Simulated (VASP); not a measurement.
The system is Be3CdSe4.

```
CELL_PARAMETERS angstrom
-2.66500 2.66500 5.33000
2.66500 -2.66500 5.33000
2.66500 2.66500 -5.33000
ATOMIC_POSITIONS crystal
Be 0.50000 0.50000 0.00000
Be 0.75000 0.25000 0.50000
Be 0.25000 0.75000 0.50000
Cd 0.00000 0.00000 0.00000
Se 0.41200 0.86200 0.00000
Se 0.86200 0.41200 0.00000
Se 0.13800 0.13800 0.55000
Se 0.58800 0.58800 0.45000
```

The cell was built by a generator and needn't be a form met in nature.

* Program: VASP 6.6.1
* Task: relaxation of cell and atoms
* Functional: PBE
* Potentials or basis: VASP PAW PBE potentials, release 64 (Be, Cd, Se)
* Cutoff: 520 eV
* k mesh: 4 × 4 × 4
* Occupations: gaussian, width 0.15 eV
* Spin: no spin polarisation

At the start: pressure 4.5 GPa; volume 18.93 Å³/atom.

Question: How do energy, volume and symmetry change on relaxing?

Answer: Over 5 steps the energy falls by 18.3 meV/atom and the volume is 20.04 Å³/atom (+5.9 %); space group I-42m (No. 121, to 0.05 Å).

The path:
```tsv
step	energy change (eV)	largest force (eV/Å)	pressure (GPa)	volume (Å³)
1	0.0000	0.4548	4.52	151.42
2	-0.1329	0.0867	-1.27	163.42
3	-0.1420	0.1428	-0.21	160.79
4	-0.1420	0.1480	-0.11	160.60
5	-0.1464	0.0788	-0.02	160.31
```

Final structure:
```
Be Cd Se
1.0
    -2.72255    2.72255    5.40694
     2.72255   -2.72255    5.40694
     2.72255    2.72255   -5.40694
Be Cd Se
3 1 4
Direct
  0.50000 0.50000 0.00000
  0.75000 0.25000 0.50000
  0.25000 0.75000 0.50000
  0.00000 0.00000 0.00000
  0.41520 0.85901 0.00000
  0.85901 0.41520 0.00000
  0.14099 0.14099 0.55620
  0.58480 0.58480 0.44380
```
